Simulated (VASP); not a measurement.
Level of theory: PBEsol GGA with spin-orbit coupling, VASP's PBE PAW potentials (set 64) (plane waves; VASP).

VASP ran on this input.

INCAR:
```
SYSTEM = WSi2
PREC = Accurate
ENCUT = 400
EDIFF = 1E-6
NELM = 100
ALGO = Normal
LREAL = .FALSE.
LASPH = .TRUE.
ISMEAR = 0
SIGMA = 0.05
GGA = PS
LMAXMIX = 6
LWAVE = .FALSE.
LCHARG = .FALSE.
LSORBIT = .TRUE.
MAGMOM = 0 0 0 0 0 0 0 0 0
GGA_COMPAT = .FALSE.
```

File KPOINTS_OPT:
```
k-points along high-symmetry lines
5
Line-mode
Reciprocal
  0.000000   0.000000   0.000000 ! GAMMA
  0.000000   0.000000   0.500000 ! X

  0.000000   0.000000   0.500000 ! X
  0.250000   0.250000   0.250000 ! P

  0.250000   0.250000   0.250000 ! P
  0.000000   0.500000  -0.000000 ! N

  0.000000   0.500000  -0.000000 ! N
  0.000000   0.000000   0.000000 ! GAMMA

  0.000000   0.000000   0.000000 ! GAMMA
  0.500000   0.500000  -0.500000 ! M

  0.500000   0.500000  -0.500000 ! M
  0.292017   0.707983  -0.292017 ! S

 -0.292017   0.292017   0.292017 ! S_0
  0.000000   0.000000   0.000000 ! GAMMA

  0.000000   0.000000   0.500000 ! X
 -0.084034   0.084034   0.500000 ! R

  0.500000   0.500000  -0.084034 ! G
  0.500000   0.500000  -0.500000 ! M
```

**POSCAR**
```
WSi2
1.0
 -1.6017579827   1.6017579827   3.9118834475
  1.6017579827  -1.6017579827   3.9118834475
  1.6017579827   1.6017579827  -3.9118834475
Si W
2 1
Cart
  0.0000000000  -0.0000000000   5.2070866230
  0.0000000000  -0.0000000000   2.6166802720
  0.0000000000   0.0000000000   0.0000000000
```

KPOINTS:
```
Automatic mesh
0
G
  12 12 12
0 0 0
```

POTCAR, in this order: Si W_sv (PBE.64 set). Program: vasp_ncl.

Output of the run:

OSZICAR:
```
       N       E                     dE             d eps       ncg     rms          rms(c)
DAV:   1     0.157453016624E+03    0.15745E+03   -0.96059E+03 10188   0.124E+03
DAV:   2    -0.200092965051E+02   -0.17746E+03   -0.17125E+03 10692   0.370E+02
DAV:   3    -0.281602369386E+02   -0.81509E+01   -0.78386E+01 12506   0.728E+01
DAV:   4    -0.283032167576E+02   -0.14298E+00   -0.14236E+00 12130   0.904E+00
DAV:   5    -0.283051319178E+02   -0.19152E-02   -0.19147E-02 11728   0.116E+00    0.264E+01
DAV:   6    -0.275401221632E+02    0.76501E+00   -0.33462E+00 11636   0.156E+01    0.936E+00
DAV:   7    -0.274459297782E+02    0.94192E-01   -0.22847E-01 11112   0.334E+00    0.470E+00
DAV:   8    -0.274220447076E+02    0.23885E-01   -0.34477E-02 11716   0.165E+00    0.103E+00
DAV:   9    -0.274211050236E+02    0.93968E-03   -0.21608E-03 12504   0.354E-01    0.246E-01
DAV:  10    -0.274207836991E+02    0.32132E-03   -0.25490E-04 11752   0.157E-01    0.107E-01
DAV:  11    -0.274207505494E+02    0.33150E-04   -0.80983E-05 11572   0.861E-02    0.375E-02
DAV:  12    -0.274207495014E+02    0.10480E-05   -0.52854E-06 11472   0.195E-02    0.942E-03
DAV:  13    -0.274207492899E+02    0.21153E-06   -0.56146E-07  6584   0.671E-03
   1 F= -.27420749E+02 E0= -.27420637E+02  d E =-.225073E-03  mag=    -0.0000    -0.0000     0.0000
       N       E                     dE             ncg
```

File OUTCAR:
```
------------------------ aborting loop because EDIFF is reached ----------------------------------------
  FORCE on cell =-STRESS in cart. coord.  units (eV):
  Direction    XX          YY          ZZ          XY          YZ          ZX
  --------------------------------------------------------------------------------------
  Total        0.0592569      0.0592569      0.0079254      0.0000000      0.0000000      0.0000000
  in kB        2.3648836      2.3648836      0.3162934      0.0000000      0.0000000      0.0000000
  external PRESSURE =       1.6820202 kB  Pullay stress =       0.0000000 kB
  volume of cell :       40.15
      direct lattice vectors                 reciprocal lattice vectors
    -1.601757983  1.601757983  3.911883448     0.000000000  0.312157021  0.127815669
     1.601757983 -1.601757983  3.911883448     0.312157021  0.000000000  0.127815669
     1.601757983  1.601757983 -3.911883448     0.312157021  0.312157021  0.000000000
 POSITION                                       TOTAL-FORCE (eV/Angst)
 -----------------------------------------------------------------------------------
      0.00000      0.00000      5.20709         0.000000      0.000000      0.018607
      0.00000      0.00000      2.61668        -0.000000     -0.000000     -0.018607
      0.00000      0.00000      0.00000         0.000000      0.000000      0.000000
 -----------------------------------------------------------------------------------
    total drift:                               -0.000000     -0.000000      0.000000
  FREE ENERGIE OF THE ION-ELECTRON SYSTEM (eV)
  ---------------------------------------------------
  free  energy   TOTEN  =       -27.4207492899 eV

  energy  without entropy=      -27.4205242168  energy(sigma->0) =      -27.42063675

 Ion:    1  E_soc:     -0.0010778

 Ion:    2  E_soc:     -0.0010778

 Ion:    3  E_soc:     -1.5415137
```
(Selected blocks of OUTCAR.)

The compound is WSi2 in the MoSi2 type structure. It was relaxed first.
